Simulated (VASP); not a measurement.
Input:

```xyz
4
Lattice="2.7371 0.0000 0.0000 -1.3686 2.3704 0.0000 0.0000 0.0000 22.7103" Properties=species:S:1:pos:R:3 pbc="T T T"
Re     0.0000     1.5803     8.0000
Re     1.3686     0.7901    10.2367
Re     0.0000     1.5803    12.4735
Re     1.3686     0.7901    14.7103
```

Method: PBEsol GGA, VASP's PBE PAW potentials (set 64) (plane waves; VASP). Run with 300 eV cut-off, 9×9×1 Γ-centred mesh, Fermi-Dirac smearing of 0.050 eV, potentials Re.

The cell holds a wide vacuum, so values per volume refer to the whole cell. Unless said otherwise, spin-orbit coupling is left out, though it shifts the bands of the heavy elements here.

### Question
What does the run give for the energy per atom (σ→0), largest force, band gap (on the k-mesh) with the smallest direct gap where there is one?

### Answer

```
Quantity                                                     Value
------------------------  ----------------------------------------
band gap (on the k-mesh)  none (metal, semimetal or under 0.01 eV)
energy per atom (σ→0)                              -12704 meV/atom
largest force                                           1.452 eV/Å
```

The absolute energy has meaning only against runs of the same code, potentials and settings.

The cell is a sheet with vacuum, built from a database entry that may be metastable or hypothetical.
